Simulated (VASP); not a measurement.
Crystal: F2SiClBr, in a box.

```
F Si Cl Br
1.0
    12.00000    0.00000    0.00000
     0.00000   12.00000    0.00000
     0.00000    0.00000   12.00000
F Si Cl Br
2 1 1 1
Direct
  0.60641 0.37906 0.50934
  0.44097 0.45195 0.61884
  0.49972 0.45466 0.50181
  0.39575 0.39141 0.38682
  0.54899 0.62444 0.46323
```

Base run:

| Property | Result |
| --- | --- |
| Program | VASP 6.6.1 |
| Functional | HSE06 |
| Dispersion | TS |
| Potentials or basis | VASP PAW PBE potentials, release 64 (F, Si, Cl, Br) |
| Cutoff | 520 eV |
| k mesh | 1 × 1 × 1 |
| Occupations | gaussian, width 0.01 eV |
| Spin | no spin polarisation |

Its results: gap between the frontier levels 7.77 eV; largest force 0.298 eV/Å.

**Question.** The run is repeated on the same cell with these changes: functional from HSE06 to PBE; further incar settings from ALGO = Normal; EDIFF = 1e-07; NBANDS = 24 to ALGO = Normal; EDIFF = 1e-06. What comes out?

**Answer.** Gap between the frontier levels 6.32 eV; largest force 0.895 eV/Å.

Caveats: the PAW data sets were made with another functional, which shifts forces and pressure a little (some runs).

A k mesh can miss the band edges.

Not every run made on this cell is shown here.
